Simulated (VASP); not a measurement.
A convergence study with VASP on Ti (space group no. 194 when undisturbed): one setting is varied, all else stays as given below, so the limit is that of these other settings. One atom is moved off its site, so that forces are finite.

```yaml
crystal:
  lattice:
    - [1.46762, -2.54200, 0.00000]
    - [1.46762, 2.54200, 0.00000]
    - [0.00000, 0.00000, 4.65660]
  atoms:
    - { symbol: Ti, position: [0.33333, 0.66667, 0.26074] }
    - { symbol: Ti, position: [0.66667, 0.33333, 0.75000] }
```

Computed with LDA (Ceperley-Alder, Perdew-Zunger), VASP's LDA PAW potentials (set 64) (plane waves; VASP). The tightest run used: 300 eV cut-off, 20×20×11 Γ-centred mesh, Fermi-Dirac smearing of 0.10 eV, potentials Ti_sv.

```csv
setting,E (eV/atom),pressure (GPa),largest force (eV/Å),irreducible k-points
2×2×1 mesh,-8.8504,-14.27,0.265,2
2×2×2 mesh,-8.8274,-18.60,0.331,4
3×3×2 mesh,-8.5329,-9.55,0.221,6
4×4×2 mesh,-8.4674,-7.84,0.190,8
4×4×3 mesh,-8.4804,-7.72,0.125,9
5×5×3 mesh,-8.4973,-8.24,0.148,12
6×6×3 mesh,-8.4825,-7.80,0.117,17
6×6×4 mesh,-8.4903,-8.25,0.154,24
```

These are the cheaper rows. Estimate the results at 20×20×11 mesh, and how far the last row shown lies from them.

| quantity | tightest run | last row shown is off by |
|---|---|---|
| E (eV/atom) | -8.4949 | 0.0046 |
| pressure (GPa) | -8.24 | -0.01 |
| largest force (eV/Å) | 0.133 | 0.021 |

VASP warned of too few bands at 2×2×2 mesh.

Left out are rungs that failed or repeat a setting and relaxations that didn't move; long series are thinned to 24 rows.

The structure is a typed Ti crystal (space group no. 194). The cell was not relaxed at this level, it is distorted from the ideal structure.
